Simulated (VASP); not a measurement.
**HfN: phonons from a supercell**

How does the lattice of HfN vibrate? The start is a cell from a database of measured crystal structures.

Main program and level: VASP 6.6.1; PBEsol; plane waves and PAW (Hf_pv, N).

The database entry behind the starting cell differs from later determinations by our own check (about 0.3 % short), so it need not match the best structure at ambient conditions.

## 1. Set-up

It takes space group Fm-3m (No. 225, cubic). The conventional cell has a = 4.512 Å, b = 4.512 Å, c = 4.512 Å, α = 90.00°, β = 90.00°, γ = 90.00°. Nearest to Hf lie 6 N at 2.26 Å. Nearest to N lie 6 Hf at 2.26 Å. Farther neighbours and most contacts between anions are not listed.

## 2. Relax the host

First cell and atoms are relaxed at a raised cutoff, so that later runs start from this functional's own cell.

Contents of INCAR:

```
SYSTEM = HfN
PREC = Accurate
ENCUT = 520
EDIFF = 1E-06
NELM = 120
ISMEAR = 0
SIGMA = 0.05
LREAL = .FALSE.
ALGO = Normal
GGA = PS
NBANDS = 13
LORBIT = 11
LWAVE = .FALSE.
LCHARG = .FALSE.
KPAR = 4
IBRION = 2
NSW = 40
ISIF = 3
EDIFFG = -0.02
POTIM = 0.4
```

Contents of POSCAR:

```
HfN
1.0
    0.0000000000      2.2560000000      2.2560000000
    2.2560000000      0.0000000000      2.2560000000
    2.2560000000      2.2560000000      0.0000000000
Hf N
1 1
Direct
    0.0000000000      0.0000000000      0.0000000000
    0.5000000000      0.5000000000      0.5000000000
```

Contents of KPOINTS:

```
Automatic mesh
0
Gamma
7 7 7
0 0 0
```

PAW data sets: Hf_pv and N (PBE family, release 64).

Command:

```bash
$ mpirun -np 4 vasp_std
```

Log:

```text
[banner, memory and clock lines left out]
running    4 mpi-ranks, on    1 nodes
 distrk:  each k-point on    1 cores,    4 groups
 distr:  one band on    1 cores,    1 groups

 POSCAR found type information on POSCAR HfN
 POSCAR found :  2 types and       2 ions
|                                                                             |
|               ----> ADVICE to this user running VASP <----                  |
|                                                                             |
|     You enforced a specific xc type in the INCAR file but a different       |
|     [... a line on the potential file left out ...]
|     I HOPE YOU KNOW WHAT YOU ARE DOING!                                     |
|                                                                             |

 LDA part: xc-table for (Slater+PW92), standard interpolation
 POSCAR, INCAR and KPOINTS ok, starting setup
 FFT: planning ... GRIDC
 FFT: planning ... GRID_SOFT
 FFT: planning ... GRID
 WAVECAR not read
 entering main loop
       N       E                     dE             d eps       ncg     rms          rms(c)
DAV:   1     0.356894193473E+02    0.35689E+02   -0.80364E+03   520   0.109E+03
DAV:   2    -0.236421521796E+02   -0.59332E+02   -0.55714E+02   691   0.244E+02
DAV:   3    -0.256820840547E+02   -0.20399E+01   -0.20301E+01   600   0.368E+01
DAV:   4    -0.256918559771E+02   -0.97719E-02   -0.97487E-02   575   0.290E+00
DAV:   5    -0.256919323421E+02   -0.76365E-04   -0.76360E-04   598   0.217E-01    0.506E+01
DAV:   6    -0.230837050197E+02    0.26082E+01   -0.85153E+00   595   0.225E+01    0.421E+01
DAV:   7    -0.229997947520E+02    0.83910E-01   -0.50475E-01   535   0.627E+00    0.260E+01
DAV:   8    -0.229762420772E+02    0.23553E-01   -0.11257E-01   615   0.291E+00    0.561E+00
DAV:   9    -0.229698724808E+02    0.63696E-02   -0.23816E-02   600   0.117E+00    0.195E+00
DAV:  10    -0.229695889191E+02    0.28356E-03   -0.22833E-03   626   0.430E-01    0.472E-01
DAV:  11    -0.229695184383E+02    0.70481E-04   -0.18979E-04   595   0.134E-01    0.634E-02
DAV:  12    -0.229695180982E+02    0.34013E-06   -0.13610E-05   635   0.324E-02    0.704E-03
DAV:  13    -0.229695179121E+02    0.18608E-06   -0.19709E-07   280   0.464E-03
   1 F= -.22969518E+02 E0= -.22968416E+02  d E =-.229695E+02
 curvature:   0.00 expect dE= 0.000E+00 dE for cont linesearch  0.000E+00
 trial: gam= 0.00000 g(F)=  0.999E-61 g(S)=  0.179E-01 ort = 0.000E+00 (trialstep = 0.100E+01)
 search vector abs. value=  0.179E-01
 bond charge predicted
       N       E                     dE             d eps       ncg     rms          rms(c)
DAV:   1    -0.230203196711E+02   -0.50802E-01   -0.14232E+00   520   0.107E+01    0.419E+00
DAV:   2    -0.229788560811E+02    0.41464E-01   -0.63165E-02   570   0.219E+00    0.195E+00
DAV:   3    -0.229666845741E+02    0.12172E-01   -0.23473E-02   540   0.138E+00    0.127E+00
DAV:   4    -0.229660944068E+02    0.59017E-03   -0.21255E-03   650   0.394E-01    0.737E-01
DAV:   5    -0.229660583466E+02    0.36060E-04   -0.16033E-04   665   0.103E-01    0.217E-02
DAV:   6    -0.229660578875E+02    0.45908E-06   -0.79500E-06   540   0.274E-02
   2 F= -.22966058E+02 E0= -.22965046E+02  d E =0.346002E-02
 trial-energy change:    0.003460  1 .order    0.003702   -0.017938    0.025343
 step:   0.4227(harm=  0.4145)  dis= 0.00000  next Energy=   -22.973327 (dE=-0.381E-02)
 bond charge predicted
       N       E                     dE             d eps       ncg     rms          rms(c)
DAV:   1    -0.229913957506E+02   -0.25337E-01   -0.47230E-01   520   0.615E+00    0.242E+00
DAV:   2    -0.229776397460E+02    0.13756E-01   -0.21475E-02   570   0.127E+00    0.114E+00
DAV:   3    -0.229735833407E+02    0.40564E-02   -0.78677E-03   540   0.791E-01    0.744E-01
DAV:   4    -0.229733742380E+02    0.20910E-03   -0.78246E-04   655   0.236E-01    0.423E-01
DAV:   5    -0.229733509844E+02    0.23254E-04   -0.65289E-05   660   0.671E-02    0.149E-02
DAV:   6    -0.229733505403E+02    0.44406E-06   -0.38162E-06   535   0.189E-02
   3 F= -.22973351E+02 E0= -.22972285E+02  d E =-.383263E-02
 curvature:  -0.21 expect dE=-0.265E-07 dE for cont linesearch -0.265E-07
 trial: gam=-0.00267 g(F)=  0.384E-60 g(S)=  0.128E-06 ort = 0.479E-04 (trialstep = 0.885E+00)
 search vector abs. value=  0.101E-09
 reached required accuracy - stopping structural energy minimisation
```

Elapsed: 4.8 s, on 4 MPI ranks of AMD EPYC 7R43, shared host; peak memory 0.45 GiB.

The logs omit lines about the potential files and the build; timing stands in the text.

OUTCAR, selected parts (step 2):

```text
ion  position               nearest neighbor table
   1  0.000  0.000  0.000-   2 2.26   2 2.26   2 2.26   2 2.26   2 2.26   2 2.26
   2  0.500  0.500  0.500-   1 2.26   1 2.26   1 2.26   1 2.26   1 2.26   1 2.26

  LATTYP: Found a face centered cubic cell.
 ALAT       =     4.5120000000

 Subroutine GETGRP returns: Found 48 space group operations
 (whereof 48 operations were pure point group operations)

The static configuration has the point symmetry O_h .

 Found     20 irreducible k-points:

   k-points           NKPTS =     20   k-points in BZ     NKDIM =     20   number of bands    NBANDS=     13

   dimension x,y,z NGX =    24 NGY =   24 NGZ =   24
   dimension x,y,z NGXF=    48 NGYF=   48 NGZF=   48

   ENCUT  =  520.0 eV  38.22 Ry    6.18 a.u.   5.93  5.93  5.93*2*pi/ulx,y,z

   NELECT =      15.0000    total number of electrons

 k-points in reciprocal lattice and weights: Automatic mesh
   0.00000000  0.00000000  0.00000000       0.003
   0.14285714  0.00000000  0.00000000       0.023
   0.28571429  0.00000000  0.00000000       0.023
   0.42857143  0.00000000  0.00000000       0.023
   0.14285714  0.14285714  0.00000000       0.017
   0.28571429  0.14285714  0.00000000       0.070
   0.42857143  0.14285714  0.00000000       0.070
  -0.42857143  0.14285714  0.00000000       0.070
  -0.28571429  0.14285714  0.00000000       0.070
[...]
-0.42857143  0.42857143  0.14285714       0.070
  -0.28571429  0.42857143  0.14285714       0.070

 average (electrostatic) potential at core
       1 -34.2147       2 -61.5508

 E-fermi :   8.6224

 k-point     1 :       0.0000    0.0000    0.0000
  band No.  band energies     occupation
    ...
      6       5.3394      2.00000
      7       5.3394      2.00000
      8       7.9789      2.00000
      9       7.9789      2.00000
     10       7.9789      2.00000
     11      10.3340      0.00000
     12      10.3484      0.00000
     13      10.3484      0.00000

 k-point     2 :       0.1429    0.0000    0.0000
  band No.  band energies     occupation
    ...
      6       4.3442      2.00000
      7       4.3442      2.00000
      8       8.3674      2.00000
      9       8.6208      1.03623
     10       8.6208      1.03623
     11      11.6233      0.00000
     12      11.7802      0.00000
     13      11.7802      0.00000

 k-point     3 :       0.2857    0.0000    0.0000
  band No.  band energies     occupation
    ...
      3     -22.6788      2.00000
      4      -7.5810      2.00000
      5       1.2835      2.00000
      6       2.9698      2.00000
      7       2.9698      2.00000
      8       9.2284      0.00000
      9      10.1552      0.00000
     10      10.1552      0.00000
     11      13.5864      0.00000
     12      14.5181      0.00000
    ...

  Total       -0.0014875     -0.0014875     -0.0014875      0.0000000     -0.0000000      0.0000000
  in kB       -0.1052109     -0.1052109     -0.1052109      0.0000000     -0.0000000      0.0000000
  external PRESSURE =      -0.1052109 kB  Pullay stress =       0.0000000 kB

  energy-cutoff  :      520.00
  volume of cell :       22.65
      direct lattice vectors                 reciprocal lattice vectors
     0.000000000  2.245757825  2.245757825    -0.222641994  0.222641994  0.222641994
     2.245757825  0.000000000  2.245757825     0.222641994 -0.222641994  0.222641994
     2.245757825  2.245757825  0.000000000     0.222641994  0.222641994 -0.222641994

 POSITION                                       TOTAL-FORCE (eV/Angst)
 -----------------------------------------------------------------------------------
      0.00000      0.00000      0.00000        -0.000000     -0.000000      0.000000
      2.24576      2.24576      2.24576         0.000000      0.000000     -0.000000
 -----------------------------------------------------------------------------------
    total drift:                                0.000000     -0.000000     -0.000000

  FREE ENERGIE OF THE ION-ELECTRON SYSTEM (eV)
  ---------------------------------------------------
  free  energy   TOTEN  =       -22.9733505403 eV

  energy  without entropy=      -22.9712187298  energy(sigma->0) =      -22.97228464

 reached required accuracy - stopping structural energy minimisation

 total charge
# of ion       s       p       d       tot
------------------------------------------
    1        0.298   6.602   1.808   8.707
    2        1.229   2.506   0.000   3.734
--------------------------------------------------
tot          1.526   9.107   1.808  12.442

[... 3 further parts left out ...]
```

CONTCAR:

```
HfN
   1.00000000000000
     0.0000000000000000    2.2457578253782859    2.2457578253782859
     2.2457578253782859    0.0000000000000000    2.2457578253782859
     2.2457578253782859    2.2457578253782859    0.0000000000000000
  Hf              N
     1     1
Direct
     0.0000000000000000    0.0000000000000000    0.0000000000000000
     0.5000000000000000    0.5000000000000000    0.5000000000000000
```

This run has no spin polarisation. Its electron count is odd, so without a moment it is a metal by construction. The k-mesh is coarse for a metal. Harder data sets than Hf_pv exist (the GW ones), and pressures, volumes and forces can shift noticeably with them. The PAW data sets were made with PBE, which is usual practice but a small mismatch for other functionals. The run keeps the 48 symmetry operations of its start, so it cannot find a distortion of lower symmetry.

Step by step:

| step | energy less that of the first step (eV) | largest force (eV/Å) | pressure (GPa) | volume (Å³) |
| --- | --- | --- | --- | --- |
| 1 | 0.0000 | 0.0000 | -3.88 | 22.96 |
| 2 | 0.0035 | 0.0000 | 5.67 | 22.23 |
| 3 | -0.0038 | 0.0000 | -0.01 | 22.65 |

| conventional cell, symmetrised | before | after | change |
| --- | --- | --- | --- |
| a (Å) | 4.512 | 4.492 | -0.5 % |
| b (Å) | 4.512 | 4.492 | -0.5 % |
| c (Å) | 4.512 | 4.492 | -0.5 % |
| volume (Å³/atom) | 11.48 | 11.33 | -1.4 % |

The relaxed structure:

```xyz
2
Lattice="0.0000 2.2458 2.2458 2.2458 0.0000 2.2458 2.2458 2.2458 0.0000" Properties=species:S:1:pos:R:3 pbc="T T T"
Hf    0.0000    0.0000    0.0000
N     2.2458    2.2458    2.2458
```

This step gave:

```
electronic cycles                               : 25
electrons                                       : 15
free energy (TOTEN)                             : -22.97 eV
energy at zero smearing                         : -22.97 eV
Fermi energy                                    : 8.622 eV
pressure                                        : -0.01052 GPa
labelled metallic, from the levels on this mesh : yes
```

The run ended after 3 ionic steps, 0.004 eV below its first step, once forces and stress met EDIFFG = -0.02.

## 3. Tight relaxation

Force constants are second derivatives, so residual forces and stress must first be far smaller than in an ordinary relaxation. Smearing, mesh and cutoff differ from the relaxation before, which can move the cell too.

Contents of INCAR:

```
SYSTEM = HfN
PREC = Accurate
ENCUT = 480
EDIFF = 1E-08
NELM = 120
ISMEAR = 1
SIGMA = 0.2
LREAL = .FALSE.
ALGO = Fast
GGA = PS
NBANDS = 13
LORBIT = 11
LWAVE = .FALSE.
LCHARG = .FALSE.
KPAR = 4
IBRION = 1
NSW = 30
ISIF = 3
EDIFFG = -0.002
POTIM = 0.4
```

Contents of POSCAR:

```
HfN
1.0
    0.0000000000      2.2457578254      2.2457578254
    2.2457578254      0.0000000000      2.2457578254
    2.2457578254      2.2457578254      0.0000000000
Hf N
1 1
Direct
    0.0000000000      0.0000000000      0.0000000000
    0.5000000000      0.5000000000      0.5000000000
```

Contents of KPOINTS:

```
Automatic mesh
0
Gamma
13 13 13
0 0 0
```

Command:

```bash
$ mpirun -np 4 vasp_std
```

Log:

```text
[banner, memory and clock lines left out]
running    4 mpi-ranks, on    1 nodes
 distrk:  each k-point on    1 cores,    4 groups
 distr:  one band on    1 cores,    1 groups

 POSCAR found type information on POSCAR HfN
 POSCAR found :  2 types and       2 ions
 [... a notice as in an earlier step ...]

 LDA part: xc-table for (Slater+PW92), standard interpolation
 POSCAR, INCAR and KPOINTS ok, starting setup
 FFT: planning ... GRIDC
 FFT: planning ... GRID_SOFT
 FFT: planning ... GRID
 WAVECAR not read
 entering main loop
       N       E                     dE             d eps       ncg     rms          rms(c)
DAV:   1     0.364891606396E+02    0.36489E+02   -0.76148E+03  2192   0.103E+03
DAV:   2    -0.236860855229E+02   -0.60175E+02   -0.56547E+02  2932   0.235E+02
DAV:   3    -0.257135493953E+02   -0.20275E+01   -0.20173E+01  2549   0.358E+01
DAV:   4    -0.257221615222E+02   -0.86121E-02   -0.86107E-02  2477   0.275E+00
DAV:   5    -0.257222251044E+02   -0.63582E-04   -0.63582E-04  2548   0.197E-01    0.520E+01
RMM:   6    -0.230982643674E+02    0.26240E+01   -0.48311E+00  2184   0.128E+01    0.403E+01
RMM:   7    -0.230129111498E+02    0.85353E-01   -0.38089E-01  2184   0.559E+00    0.239E+01
RMM:   8    -0.229982759934E+02    0.14635E-01   -0.12579E-01  2184   0.263E+00    0.336E+00
RMM:   9    -0.229942285343E+02    0.40475E-02   -0.35008E-02  2187   0.139E+00    0.315E+00
RMM:  10    -0.229930459378E+02    0.11826E-02   -0.28617E-03  2194   0.500E-01    0.298E-01
RMM:  11    -0.229930635983E+02   -0.17660E-04   -0.36508E-04  2206   0.108E-01    0.135E-01
RMM:  12    -0.229930693538E+02   -0.57555E-05   -0.28693E-05  2201   0.404E-02    0.157E-01
RMM:  13    -0.229930668041E+02    0.25497E-05   -0.14502E-05  2194   0.240E-02    0.162E-02
RMM:  14    -0.229930669406E+02   -0.13654E-06   -0.21012E-06  2223   0.993E-03    0.125E-02
RMM:  15    -0.229930670189E+02   -0.78258E-07   -0.48646E-07  2129   0.372E-03    0.115E-02
RMM:  16    -0.229930670643E+02   -0.45367E-07   -0.89280E-08  1718   0.146E-03    0.702E-03
RMM:  17    -0.229930671430E+02   -0.78725E-07   -0.33202E-08  1617   0.889E-04    0.120E-03
RMM:  18    -0.229930671349E+02    0.81418E-08   -0.56746E-09  1475   0.370E-04
   1 F= -.22993067E+02 E0= -.22992932E+02  d E =-.229931E+02
 BRION: g(F)=  0.444E-60 g(S)=  0.278E-03
 bond charge predicted
       N       E                     dE             d eps       ncg     rms          rms(c)
DAV:   1    -0.229938378402E+02   -0.77070E-03   -0.21796E-02  2569   0.132E+00    0.514E-01
RMM:   2    -0.229932013767E+02    0.63646E-03   -0.85044E-04  2184   0.243E-01    0.274E-01
RMM:   3    -0.229930109821E+02    0.19039E-03   -0.42809E-04  2184   0.165E-01    0.125E-01
RMM:   4    -0.229930108371E+02    0.14497E-06   -0.78882E-05  2184   0.742E-02    0.646E-02
RMM:   5    -0.229930113613E+02   -0.52421E-06   -0.52438E-06  2184   0.218E-02    0.517E-03
RMM:   6    -0.229930113445E+02    0.16794E-07   -0.62655E-07  2200   0.725E-03    0.286E-03
RMM:   7    -0.229930113498E+02   -0.52778E-08   -0.95336E-08  2038   0.245E-03
   2 F= -.22993011E+02 E0= -.22992881E+02  d E =0.557850E-04
 BRION: g(F)=  0.579E-60 g(S)=  0.570E-03 retain N=  1 mean eig= 0.41
 eig:   0.412
 bond charge predicted
       N       E                     dE             d eps       ncg     rms          rms(c)
DAV:   1    -0.229934174882E+02   -0.40614E-03   -0.75264E-03  2339   0.775E-01    0.306E-01
RMM:   2    -0.229931946684E+02    0.22282E-03   -0.29720E-04  2184   0.144E-01    0.163E-01
RMM:   3    -0.229931277668E+02    0.66902E-04   -0.14693E-04  2184   0.966E-02    0.747E-02
RMM:   4    -0.229931268944E+02    0.87234E-06   -0.27998E-05  2184   0.440E-02    0.383E-02
RMM:   5    -0.229931258890E+02    0.10055E-05   -0.18835E-06  2184   0.130E-02    0.339E-03
RMM:   6    -0.229931259517E+02   -0.62729E-07   -0.21918E-07  2162   0.427E-03    0.172E-03
RMM:   7    -0.229931259586E+02   -0.69053E-08   -0.34216E-08  1771   0.144E-03
   3 F= -.22993126E+02 E0= -.22992992E+02  d E =-.114609E-03
 BRION: g(F)=  0.931E-61 g(S)=  0.216E-07 retain N=  1 mean eig= 0.41
 eig:   0.409
 reached required accuracy - stopping structural energy minimisation
```

Elapsed: 15 s, on 4 MPI ranks; peak memory 0.49 GiB; 56 s of CPU time.

Parts of OUTCAR (step 3):

```text
  LATTYP: Found a face centered cubic cell.
 ALAT       =     4.4915156508

The static configuration has the point symmetry O_h .

 Found     84 irreducible k-points:

   k-points           NKPTS =     84   k-points in BZ     NKDIM =     84   number of bands    NBANDS=     13

   ENCUT  =  480.0 eV  35.28 Ry    5.94 a.u.   5.67  5.67  5.67*2*pi/ulx,y,z

   NELECT =      15.0000    total number of electrons

 E-fermi :   8.4194

 k-point     1 :       0.0000    0.0000    0.0000
  band No.  band energies     occupation
    ...
      6       5.3667      2.00000
      7       5.3667      2.00000
      8       7.9884      2.00940
      9       7.9884      2.00940
     10       7.9884      2.00940
     11      10.3626     -0.00000
     12      10.3626     -0.00000
     13      10.3706     -0.00000

 k-point     2 :       0.0769    0.0000    0.0000
  band No.  band energies     occupation
    ...
      6       5.0065      2.00000
      7       5.0065      2.00000
      8       8.1555      2.06851
      9       8.1955      2.06699
     10       8.1955      2.06699
     11      10.8024     -0.00000
     12      10.8343     -0.00000
     13      10.8343     -0.00000

  Total       -0.0006109     -0.0006109     -0.0006109     -0.0000000      0.0000000      0.0000000
  in kB       -0.0432775     -0.0432775     -0.0432775     -0.0000000      0.0000000      0.0000000
  external PRESSURE =      -0.0432775 kB  Pullay stress =       0.0000000 kB

  energy-cutoff  :      480.00
  volume of cell :       22.62
      direct lattice vectors                 reciprocal lattice vectors
    -0.000000000  2.244520986  2.244520986    -0.222764680  0.222764680  0.222764680
     2.244520986  0.000000000  2.244520986     0.222764680 -0.222764680  0.222764680
     2.244520986  2.244520986  0.000000000     0.222764680  0.222764680 -0.222764680

 POSITION                                       TOTAL-FORCE (eV/Angst)
 -----------------------------------------------------------------------------------
      0.00000      0.00000      0.00000         0.000000     -0.000000     -0.000000
      2.24452      2.24452      2.24452        -0.000000      0.000000      0.000000
 -----------------------------------------------------------------------------------
    total drift:                                0.000000     -0.000000     -0.000000

  FREE ENERGIE OF THE ION-ELECTRON SYSTEM (eV)
  ---------------------------------------------------
  free  energy   TOTEN  =       -22.9931259586 eV

  energy  without entropy=      -22.9927255540  energy(sigma->0) =      -22.99299249

 total charge
# of ion       s       p       d       tot
------------------------------------------
    1        0.298   6.604   1.808   8.710
    2        1.231   2.505   0.000   3.736
--------------------------------------------------
tot          1.528   9.109   1.808  12.446

[... 3 parts as in an earlier step ...]

[... 7 further parts left out ...]
```

CONTCAR:

```
HfN
   1.00000000000000
    -0.0000000000000000    2.2445209863592348    2.2445209863592348
     2.2445209863592348    0.0000000000000000    2.2445209863592348
     2.2445209863592348    2.2445209863592348    0.0000000000000000
  Hf              N
     1     1
Direct
    -0.0000000000000000    0.0000000000000000    0.0000000000000000
     0.5000000000000000    0.5000000000000000    0.5000000000000000
```

Little changed from the start: no atom moved by 0.005 Å and no cell edge by 0.1 %.

Numbers from this step:

- electronic cycles: 32
- free energy (TOTEN): -22.99 eV
- energy at zero smearing: -22.99 eV
- Fermi energy: 8.419 eV
- pressure: -0.004328 GPa

The run ended after 3 ionic steps, 0.000 eV below its first step, once forces and stress met EDIFFG = -0.002.

(Part 1 of 3 ends here.)

[Lines on the potential files, build, host, timing and source positions are cut from VASP's logs without a mark.]

[Logs are printed without paths, hosts, clocks, repeated set-up lines and the standing remarks that a program may print on its own settings, such as how far it seeks lower states.]

[Hosts, paths, dates, database ids (printed as entryN), source tags and the programs' standing remarks are cut or masked in the printed files.]

[Runs that stopped without an error message from VASP are left out.]
